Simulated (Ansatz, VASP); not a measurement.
# Li4Ge11O24 (glassy 85GeO2-15Li2O (mol %)): VASP beside Ansatz

One calculation is typed for both programs; each brings its own data sets. How far apart do they land? The structure shown is the start of the Ansatz relaxation below; VASP solves that cell, so the two are compared at the walk's first step.

Calculated with Ansatz 0.2.0; plane waves, with VASP 6.6.1 beside it; single point at PBE.

## (1) Starting point

The cell holds 78 atoms: 22 Ge, 8 Li and 48 O. Cell: a = 10.378 Å, b = 10.378 Å, c = 10.378 Å, α = 90.0°, β = 90.0°, γ = 90.0°. As first built, before any earlier steps moved the atoms (in the runner's words): 78 atoms (22 Ge, 8 Li, 48 O) placed at random at 3.6 g/cm^3, melted at 4000 K for 10 ps at fixed volume with the Morse and Coulomb pair potential with partial charges (Pedone, Malavasi, Menziani, Cormack and Segre, J. Phys. Chem. B 110, 11780 (2006)). Quenched from 4000 K to 300 K at 1000 K/ps and fixed volume, held 10 ps at zero pressure.

## (2) Ansatz: relaxation, PBE

Ansatz runs on its default PAW (the set named soft_2) files.

The two programs are compared at the cell with which this relaxation starts, whose forces are those of its first step.

Input file input.yaml:

```yaml
crystal:
  lattice:
    - [10.37842, 0.0, 0.0]
    - [0.0, 10.37842, 0.0]
    - [0.0, 0.0, 10.37842]
  atoms:
    - { symbol: Ge, position: [0.18055, 0.4879, 0.24393] }
    - { symbol: Ge, position: [0.37373, 0.38153, 0.89233] }
    - { symbol: Ge, position: [0.57586, 0.98953, 0.91242] }
    - { symbol: Ge, position: [0.31925, 0.96458, 0.7312] }
    - { symbol: Ge, position: [0.18667, 0.77159, 0.11143] }
    - { symbol: Ge, position: [0.05624, 0.15544, 0.73779] }
    - { symbol: Ge, position: [0.23586, 0.70603, 0.54084] }
    - { symbol: Ge, position: [0.5064, 0.20833, 0.13205] }
    - { symbol: Ge, position: [0.70754, 0.00409, 0.31904] }
    - { symbol: Ge, position: [0.46473, 0.8363, 0.40647] }
    - { symbol: Ge, position: [0.32229, 0.12402, 0.37638] }
    - { symbol: Ge, position: [0.51252, 0.49245, 0.28197] }
    - { symbol: Ge, position: [0.94177, 0.70521, 0.60697] }
    - { symbol: Ge, position: [0.51082, 0.75715, 0.09431] }
    - { symbol: Ge, position: [0.10153, 0.57308, 0.87314] }
    - { symbol: Ge, position: [0.64612, 0.61636, 0.54] }
    - { symbol: Ge, position: [0.60838, 0.59321, 0.86388] }
    - { symbol: Ge, position: [0.0036, 0.304, 0.03216] }
    - { symbol: Ge, position: [0.47243, 0.22388, 0.62366] }
    - { symbol: Ge, position: [0.78662, 0.99045, 0.64762] }
    - { symbol: Ge, position: [0.96584, 0.99044, 0.11941] }
    - { symbol: Ge, position: [0.04947, 0.28149, 0.4415] }
    - { symbol: Li, position: [0.81446, 0.80877, 0.90944] }
    - { symbol: Li, position: [0.74773, 0.28863, 0.23238] }
    - { symbol: Li, position: [0.21682, 0.20065, 0.1182] }
    - { symbol: Li, position: [0.83291, 0.51006, 0.02513] }
    - { symbol: Li, position: [0.70853, 0.28414, 0.94081] }
    - { symbol: Li, position: [0.05379, 0.79367, 0.33274] }
    - { symbol: Li, position: [0.77609, 0.26569, 0.5297] }
    - { symbol: Li, position: [0.22987, 0.39214, 0.65052] }
    - { symbol: O, position: [0.56202, 0.76319, 0.51786] }
    - { symbol: O, position: [0.08749, 0.88746, 0.16538] }
    - { symbol: O, position: [0.86034, 0.84492, 0.64554] }
    - { symbol: O, position: [0.3408, 0.72857, 0.41221] }
    - { symbol: O, position: [0.36487, 0.96828, 0.40738] }
    - { symbol: O, position: [0.0162, 0.62581, 0.73686] }
    - { symbol: O, position: [0.4182, 0.06734, 0.64702] }
    - { symbol: O, position: [0.34405, 0.80296, 0.13154] }
    - { symbol: O, position: [0.26816, 0.56484, 0.60334] }
    - { symbol: O, position: [0.67234, 0.97557, 0.77924] }
    - { symbol: O, position: [0.5821, 0.51987, 0.42801] }
    - { symbol: O, position: [0.55548, 0.36238, 0.19034] }
    - { symbol: O, position: [0.89726, 0.27637, 0.39173] }
    - { symbol: O, position: [0.41651, 0.96461, 0.86687] }
    - { symbol: O, position: [0.14192, 0.64413, 0.20275] }
    - { symbol: O, position: [0.23598, 0.46898, 0.87516] }
    - { symbol: O, position: [0.58818, 0.13269, 0.99761] }
    - { symbol: O, position: [0.52968, 0.44858, 0.90369] }
    - { symbol: O, position: [0.37774, 0.27721, 0.013] }
    - { symbol: O, position: [0.85555, 0.98135, 0.25152] }
    - { symbol: O, position: [0.60347, 0.88134, 0.03876] }
    - { symbol: O, position: [0.12628, 0.37795, 0.13598] }
    - { symbol: O, position: [0.34247, 0.49573, 0.25754] }
    - { symbol: O, position: [0.07474, 0.72952, 0.50401] }
    - { symbol: O, position: [0.27483, 0.82122, 0.64936] }
    - { symbol: O, position: [0.18553, 0.05555, 0.74226] }
    - { symbol: O, position: [0.71745, 0.01027, 0.48987] }
    - { symbol: O, position: [0.02336, 0.14345, 0.11058] }
    - { symbol: O, position: [0.15272, 0.71126, 0.95868] }
    - { symbol: O, position: [0.61451, 0.59017, 0.70292] }
    - { symbol: O, position: [0.11732, 0.4218, 0.37715] }
    - { symbol: O, position: [0.161, 0.16689, 0.39996] }
    - { symbol: O, position: [0.00045, 0.47728, 0.96627] }
    - { symbol: O, position: [0.63078, 0.24967, 0.64781] }
    - { symbol: O, position: [0.37001, 0.15468, 0.21954] }
    - { symbol: O, position: [0.8119, 0.62481, 0.53986] }
    - { symbol: O, position: [0.38074, 0.30934, 0.73606] }
    - { symbol: O, position: [0.91096, 0.08807, 0.68777] }
    - { symbol: O, position: [0.91223, 0.93781, 0.97782] }
    - { symbol: O, position: [0.0477, 0.23983, 0.8768] }
    - { symbol: O, position: [0.48923, 0.68101, 0.94091] }
    - { symbol: O, position: [0.5879, 0.8882, 0.2993] }
    - { symbol: O, position: [0.7487, 0.63604, 0.92965] }
    - { symbol: O, position: [0.07659, 0.27202, 0.61212] }
    - { symbol: O, position: [0.62661, 0.13725, 0.25594] }
    - { symbol: O, position: [0.40955, 0.23635, 0.46422] }
    - { symbol: O, position: [0.55213, 0.63777, 0.19846] }
    - { symbol: O, position: [0.84132, 0.31755, 0.06548] }
kpoints:
  mp_grid: { grid: [1, 1, 1] }
hamiltonian:
  xc: pbe
scf:
  occupations: { method: fixed }
output:
  forces: true
relax:
  f_tol: 0.05
  max_steps: 150
  cell: {}
```

The run is started by

```sh
$ ansatz run input.yaml --threads 4 --pin off --max-ram 8192MiB --backend cpu --events-out ev --progress --plain --runs-dir out
```

Numbers of over 12 decimals in the logs are rounded to 6 here.

Output:

```text
Engine: ansatz 0.2.0, x86_64-unknown-linux-gnu
Pseudopotentials: kind: paw
Pseudopotential: Ge, paw, valence charge 14, recommended cutoff 420 eV (normal), Ge.paw.azcp
Pseudopotential: Li, paw, valence charge 3, recommended cutoff 420 eV (normal), Li.paw.azcp
Pseudopotential: O, paw, valence charge 6, recommended cutoff 420 eV (normal), O.paw.azcp
Functional definition: PBE
  parameter kappa = 0.804
  parameter beta = 0.066725
  exchange = pbe_x(kappa = kappa, mu = beta*pi^2/3)
  correlation = pbe_c(beta = beta)
Crystal: 78 atoms, lattice volume = 1117.876 Å³
Basis set: ecut = 420 eV, 21879 PW (Γ), exchange–correlation on 144×144×144 points (8 copies of the dense FFT grid, shifted against one another)
Bands: 388, of which v1, the nominal top of the filled ones, is band 310 counted from 1 (309 counted from 0)
Symmetry: 1 space group operations
Space group: P1 (ITA 1), of the structure as read, at distance tolerance 1.0e-4 Å
k-points: 1
Non-local potential: Ge, projectors of the file, l = 0: 2, l = 1: 2, l = 2: 3, l = 3: 1
Non-local potential: Li, projectors of the file, l = 0: 3, l = 1: 2, l = 2: 1
Non-local potential: O, projectors of the file, l = 0: 2, l = 1: 2, l = 2: 1
PAW form: soft (Blöchl's): semilocal exchange-correlation on the pseudo side does not see the compensation charge
PAW one-centre angular grid: Ge, 590 points (default); XC on 64 Gauss nodes
PAW one-centre angular grid: Li, 110 points (default); XC on 64 Gauss nodes
PAW one-centre angular grid: O, 110 points (default); XC on 64 Gauss nodes
Initial density: superposition of atomic densities (neutral atoms: chi_scale 0, normalization atom), corrected by the library's trained network
Initial wavefunctions: pseudopotential atomic-orbital guess
Functional: x = pbe(κ = 0.804, μ = 0.219515), c = pbe(β = 0.066725)
SCF iter   1: F=—  HF=-123360.208287 eV  |F-HF|=—  |Δ(HF+E_count)|=         —  Δρ=2.92e-3  dr2=1.18e-1  ethr=1.77e-3  ⟨swp⟩=5.0  Hψ=1289  notcnv=0  defer=75
preconditioner: auto → Resta (q_TF=auto, 2.473 Å⁻¹)  ε∞=2.7  [insulator: Δε(μ)=1.301 eV  Ē_g=20.760 eV  n_scr=256 (ndim 8)  ℏωp=27.3 eV  f_vac=0.236  ε∞_Penn≈2.7]
SCF iter   2: F=—  HF=-123360.196202 eV  |F-HF|=—  |Δ(HF+E_count)|=   1.21e-2  Δρ=1.60e-3  dr2=2.25e-2  ethr=1.90e-5  ⟨swp⟩=3.0  Hψ=562  notcnv=0  defer=76
SCF iter   3: F=—  HF=-123360.196320 eV  |F-HF|=—  |Δ(HF+E_count)|=   1.18e-4  Δρ=6.56e-4  dr2=6.43e-3  ethr=3.63e-6  ⟨swp⟩=2.0  Hψ=473  notcnv=0  defer=76
SCF iter   4: F=—  HF=-123360.196581 eV  |F-HF|=—  |Δ(HF+E_count)|=   2.61e-4  Δρ=2.26e-4  dr2=5.93e-4  ethr=1.04e-6  ⟨swp⟩=2.0  Hψ=529  notcnv=0  defer=76
SCF iter   5: F=—  HF=-123360.196651 eV  |F-HF|=—  |Δ(HF+E_count)|=   7.07e-5  Δρ=1.33e-4  dr2=1.92e-4  ethr=9.57e-8  ⟨swp⟩=2.0  Hψ=527  notcnv=0  defer=75
SCF iter   6: F=—  HF=-123360.196698 eV  |F-HF|=—  |Δ(HF+E_count)|=   4.67e-5  Δρ=3.48e-5  dr2=1.27e-5  ethr=3.10e-8  ⟨swp⟩=2.0  Hψ=467  notcnv=0  defer=70
SCF iter   7: F=—  HF=-123360.198030 eV  |F-HF|=—  |Δ(HF+E_count)|=   1.33e-3  Δρ=1.84e-5  dr2=3.14e-6  ethr=2.04e-9  ⟨swp⟩=2.0  Hψ=627  notcnv=0  defer=70
SCF iter   8: F=—  HF=-123360.198031 eV  |F-HF|=—  |Δ(HF+E_count)|=   1.62e-6  Δρ=5.33e-6  dr2=2.94e-7  ethr=5.06e-10  ⟨swp⟩=2.0  Hψ=486  notcnv=0  defer=70
SCF iter   9: F=-123360.198031 eV  HF=-123360.198031 eV  |F-HF|=2.05e-8  |Δ(HF+E_count)|=   2.02e-7  Δρ=2.52e-6  dr2=6.31e-8  ethr=1.61e-11  ⟨swp⟩=4.0  Hψ=1153  notcnv=0
SCF 1 converged in 9 iterations: F = -123360.198031 eV  dr2 = 6.31e-8
  greatest PAW one-centre occupation: 1.000 electrons in one spin orbital (limit 2), on the Li atom at site 25 (counted from 0), in its partial waves of l = 0
relax step   1: F+E_penalty+E_count = -123360.19803147 eV  Δ(F+E_penalty+E_count) = +0.000e0 eV  max|allowed force component| = 3.303e0 eV/Å  Δτ_max = 0.0000 Å  P = +6.685 GPa  Ω = 1117.876 Å³  (9 SCF iters, dr2 threshold 1.00e-7 eV, accepted)
Crystal: 78 atoms, lattice volume = 1120.410 Å³
Basis set: ecut = 420 eV, 21901 PW (Γ), exchange–correlation on 144×144×144 points (8 copies of the dense FFT grid, shifted against one another)
Initial density: handed on by an earlier stage of this run
Initial wavefunctions: those handed on with the density
iter 1 solved again at ethr=4.09e-4 eV; its pass at ethr=3.10e-3 eV (dr2=2.54e0 eV) is discarded
SCF iter   1: F=—  HF=-123366.939165 eV  |F-HF|=—  |Δ(HF+E_count)|=         —  Δρ=2.59e-2  dr2=2.54e0  ethr=4.09e-4  ⟨swp⟩=1.0  Hψ=1643  notcnv=0  defer=70
preconditioner: auto → Resta (q_TF=auto, 2.472 Å⁻¹)  ε∞=2.7  [insulator: Δε(μ)=1.200 eV  Ē_g=20.708 eV  n_scr=266 (ndim 8)  ℏωp=27.3 eV  f_vac=0.232  ε∞_Penn≈2.7]
SCF iter   2: F=—  HF=-123366.439844 eV  |F-HF|=—  |Δ(HF+E_count)|=   4.99e-1  Δρ=1.23e-2  dr2=5.41e-1  ethr=4.09e-4  ⟨swp⟩=2.0  Hψ=619  notcnv=0  defer=76
[...]
atom  47  O     -0.01086874    -0.00900354    -0.00844696
  atom  48  O     -0.02002138    -0.01151295    -0.00596808
  atom  49  O      0.03480778    -0.01050358     0.00112120
  atom  50  O      0.00122723     0.01346717    -0.00443793
  atom  51  O     -0.00002537    -0.02991573    -0.00685921
  atom  52  O     -0.00799368    -0.02605831     0.00176418
  atom  53  O     -0.00959169     0.02132734    -0.02019223
  atom  54  O     -0.01190711    -0.01112953     0.01795003
  atom  55  O      0.00206140     0.03547749     0.02654170
  atom  56  O      0.01608897     0.01218001    -0.01557356
  atom  57  O      0.01558034     0.00428018     0.00052238
  atom  58  O     -0.00479149    -0.02253772     0.02626574
  atom  59  O      0.00545154    -0.01066390     0.00627367
  atom  60  O     -0.00245361     0.00308325     0.00162399
  atom  61  O      0.00405633     0.01387202    -0.00017257
  atom  62  O      0.00486310    -0.00836740    -0.00161682
  atom  63  O      0.00905360    -0.01753090    -0.02456739
  atom  64  O     -0.01718290     0.02385791     0.00709092
  atom  65  O      0.00533016    -0.00896188    -0.00771474
  atom  66  O     -0.01319912     0.00471672    -0.01004932
  atom  67  O      0.00730773    -0.01924689     0.00626410
  atom  68  O      0.00128665     0.00072427     0.01561624
  atom  69  O     -0.00538154    -0.00770491     0.01144117
  atom  70  O      0.00124046     0.00644661     0.01318808
  atom  71  O     -0.00518209     0.00433684     0.00928460
  atom  72  O      0.00403772     0.01818962     0.00422687
  atom  73  O     -0.00922998     0.01078970     0.00144254
  atom  74  O     -0.00807809    -0.01099498     0.01564613
  atom  75  O     -0.00979822     0.02587628    -0.00796459
  atom  76  O      0.02012163    -0.00579659    -0.01093597
  atom  77  O      0.00968973    -0.00401355     0.00085136
  atom  78  O      0.00955711    -0.00532972    -0.00079932
  max |Σ_I F_I| component: 9.42e-6 eV/Å
--- Stress (GPa, compression-positive) ---
       -0.012416      -0.001519      -0.000028
       -0.001519       0.025506       0.006421
       -0.000028       0.006421      -0.026465
  P = ⅓ Tr σ = -0.0045 GPa (-0.045 kbar)
--- Relaxed structure (29 steps of the walk, 28 accepted, 2 SCFs on fresh bases) ---
  F+E_penalty+E_count = -123371.75470182 eV   max|allowed force component| = 4.720e-2 eV/Å   (the final SCF, on the basis selected at the relaxed cell)
  cell:  # Å, volume = 1069.1758 Å³
    - [9.781852, 0.136328, -0.356804]
    - [0.136328, 10.771407, 0.179684]
    - [-0.356804, 0.179684, 10.165390]
  atoms:
    - { symbol: Ge, position: [0.168625, 0.462266, 0.249518] }
    - { symbol: Ge, position: [0.381158, 0.393702, 0.891471] }
    - { symbol: Ge, position: [0.610443, 0.976752, 0.939837] }
    - { symbol: Ge, position: [0.318759, 0.982583, 0.760048] }
    - { symbol: Ge, position: [0.152210, 0.736899, 0.102979] }
    - { symbol: Ge, position: [0.057904, 0.158661, 0.751954] }
    - { symbol: Ge, position: [0.251411, 0.747165, 0.546637] }
    - { symbol: Ge, position: [0.519276, 0.204237, 0.134891] }
    - { symbol: Ge, position: [0.718867, -0.00248744, 0.338476] }
    - { symbol: Ge, position: [0.473616, 0.866791, 0.419567] }
    - { symbol: Ge, position: [0.351250, 0.143383, 0.393348] }
    - { symbol: Ge, position: [0.519223, 0.492653, 0.242611] }
    - { symbol: Ge, position: [0.947414, 0.716076, 0.614282] }
    - { symbol: Ge, position: [0.483203, 0.732847, 0.032045] }
    - { symbol: Ge, position: [0.084805, 0.561572, 0.877412] }
    - { symbol: Ge, position: [0.643472, 0.621965, 0.522119] }
    - { symbol: Ge, position: [0.604664, 0.584445, 0.828499] }
    - { symbol: Ge, position: [-0.010634, 0.298247, 0.023162] }
    - { symbol: Ge, position: [0.460517, 0.246626, 0.647155] }
    - { symbol: Ge, position: [0.792114, 0.979381, 0.684138] }
    - { symbol: Ge, position: [0.937722, 0.988921, 0.106707] }
    - { symbol: Ge, position: [0.055924, 0.254970, 0.441615] }
    - { symbol: Li, position: [0.853766, 0.777566, 0.908875] }
    - { symbol: Li, position: [0.779936, 0.274331, 0.237638] }
    - { symbol: Li, position: [0.224780, 0.180538, 0.094836] }
    - { symbol: Li, position: [0.798482, 0.494360, 0.018636] }
    - { symbol: Li, position: [0.683433, 0.270816, 0.887437] }
    - { symbol: Li, position: [0.065055, 0.896547, 0.351880] }
    - { symbol: Li, position: [0.767838, 0.220303, 0.555276] }
    - { symbol: Li, position: [0.222464, 0.447538, 0.585266] }
    - { symbol: O, position: [0.550784, 0.762458, 0.543580] }
    - { symbol: O, position: [0.075155, 0.874339, 0.157623] }
    - { symbol: O, position: [0.882220, 0.832522, 0.717525] }
    - { symbol: O, position: [0.301369, 0.821014, 0.390546] }
    - { symbol: O, position: [0.461877, 1.022838, 0.464971] }
    - { symbol: O, position: [0.034217, 0.589834, 0.706591] }
    - { symbol: O, position: [0.352034, 0.118027, 0.669129] }
    - { symbol: O, position: [0.328220, 0.765091, 0.106679] }
    - { symbol: O, position: [0.296961, 0.596594, 0.561906] }
    - { symbol: O, position: [0.640652, 0.965549, 0.766561] }
    - { symbol: O, position: [0.610408, 0.518939, 0.394273] }
    - { symbol: O, position: [0.588712, 0.350558, 0.191795] }
    - { symbol: O, position: [0.884233, 0.247739, 0.401407] }
    - { symbol: O, position: [0.419500, 0.962893, 0.908654] }
    - { symbol: O, position: [0.097341, 0.613969, 0.209324] }
    - { symbol: O, position: [0.258480, 0.513371, 0.918728] }
    - { symbol: O, position: [0.606700, 0.132551, 1.000909] }
    - { symbol: O, position: [0.557134, 0.437379, 0.905381] }
    - { symbol: O, position: [0.377031, 0.271664, 0.011027] }
    - { symbol: O, position: [0.879902, 0.966466, 0.273202] }
    - { symbol: O, position: [0.611181, 0.844911, 0.051225] }
    - { symbol: O, position: [0.121162, 0.332179, 0.156063] }
    - { symbol: O, position: [0.344024, 0.483496, 0.250829] }
    - { symbol: O, position: [0.067059, 0.788492, 0.514281] }
[...]
- { symbol: O, position: [0.465653, 0.686547, 0.865525] }
    - { symbol: O, position: [0.606378, 0.871374, 0.308956] }
    - { symbol: O, position: [0.758137, 0.630191, 0.899705] }
    - { symbol: O, position: [0.090474, 0.259679, 0.617156] }
    - { symbol: O, position: [0.653840, 0.137079, 0.264936] }
    - { symbol: O, position: [0.413035, 0.277041, 0.472647] }
    - { symbol: O, position: [0.567952, 0.608861, 0.131324] }
    - { symbol: O, position: [0.815967, 0.310354, 0.048013] }
```

[end of part 1 of 2]

[Lines on the potential files, build, host, timing and source positions are cut from VASP's logs without a mark.]

[Logs are printed without paths, hosts, clocks, repeated set-up lines and the standing remarks that a program may print on its own settings, such as how far it seeks lower states.]

[Hosts, paths, dates, database ids (printed as entryN), source tags and the programs' standing remarks are cut or masked in the printed files.]
